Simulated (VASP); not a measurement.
Given:

```xyz
2
Lattice="0.0000 2.7671 2.7671 2.7671 0.0000 2.7671 2.7671 2.7671 0.0000" Properties=species:S:1:pos:R:3 pbc="T T T"
Si     0.0000     0.0000     0.0000
Si     1.3836     1.3836     1.3836
```

All values below come from SCAN meta-GGA, VASP's PBE PAW potentials (set 64) (plane waves; VASP). Numerical set-up: 520 eV cut-off, 8×8×8 Γ-centred mesh, Gaussian smearing of 0.050 eV, potentials Si.

Problem. Give the stress tensor in GPa (positive for a compressed cell).

Solution. 
```
-5.14   0.00   0.00
 0.00  -5.14   0.00
 0.00   0.00  -5.14
```
The pressure is its mean diagonal, -5.14 GPa.

The compound is Si in the diamond structure. This cell is one point of a volume scan, at 1.06 of the reference volume.
